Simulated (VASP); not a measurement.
Data:

```yaml
crystal:
  lattice:
    - [0.00000, 2.67443, 2.67443]
    - [2.67443, 0.00000, 2.67443]
    - [2.67443, 2.67443, 0.00000]
  atoms:
    - { symbol: Ce, position: [0.00000, 0.00000, 0.00000] }
    - { symbol: O, position: [0.25000, 0.25000, 0.25000] }
    - { symbol: O, position: [0.75000, 0.75000, 0.75000] }
```

These are optB88-vdW, VASP's PBE PAW potentials (set 64) (plane waves; VASP) values and carry that method's errors. Settings: 520 eV cut-off, 7×7×7 Γ-centred mesh, Gaussian smearing of 0.050 eV, potentials Ce O.

Question: The job: CeO2 (fluorite), 3 atoms, optB88-vdW, static run, 520 eV, 7×7×7 Γ-centred mesh. Roughly how much core time does it take on a busy server core?

Answer: About 40 core-seconds (one run on a shared machine, a rough figure). It had 20 irreducible k-points, 16 bands, up to 1041 plane waves and 20 electronic steps.

The compound is CeO2 in the fluorite structure. This cell is one point of a volume scan, at 0.94 of the reference volume.
